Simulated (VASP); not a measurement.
A run of VASP 6.6.1:

Contents of INCAR:

```
SYSTEM = SnH2ICl
  ALGO = Fast
  EDIFF = 1E-6
  EDIFFG = -0.005
  ENCUT = 520
  GGA = RP
  IBRION = 2
  ISIF = 2
  ISMEAR = 0
  IVDW = 12
  LASPH = .TRUE.
  LCHARG = .FALSE.
  LREAL = .FALSE.
  LWAVE = .FALSE.
  NELM = 80
  NSW = 40
  PREC = Accurate
  SIGMA = 0.01
```

File KPOINTS:

```
k-points
0
G
  1 1 1
  0 0 0
```

The input POSCAR:

```
SnH2ICl
1.0
   13.0000000000      0.0000000000      0.0000000000
    0.0000000000     12.0000000000      0.0000000000
    0.0000000000      0.0000000000     13.0000000000
Cl Sn I H
1 1 1 2
Direct
    0.3671038500      0.5631375000      0.5299500000
    0.5225038500      0.4999041700      0.4638423100
    0.6348961500      0.4257458300      0.6210269200
    0.4947730800      0.3918791700      0.3842038500
    0.5820038500      0.6116208300      0.4101653800
```

Potentials or basis: VASP PAW PBE potentials, release 64 (Cl, Sn_d, I, H).

Run with:

```console
$ cat potpaw_PBE.64/Cl/POTCAR potpaw_PBE.64/Sn_d/POTCAR potpaw_PBE.64/I/POTCAR potpaw_PBE.64/H/POTCAR > POTCAR
$ mpirun -np 1 vasp_gam > vasp.out
```

Hardware: 1 thread of AMD EPYC 9R45 96-Core Processor (Zen 5), with other jobs on the host.

Estimate the wall time of this run.

It took 9.6 min on 1 thread of AMD EPYC 9R45 96-Core Processor (Zen 5), with other jobs on the host, peak memory 1.7 GiB. Counts: scf iterations 113, k points 1, ion steps 22.
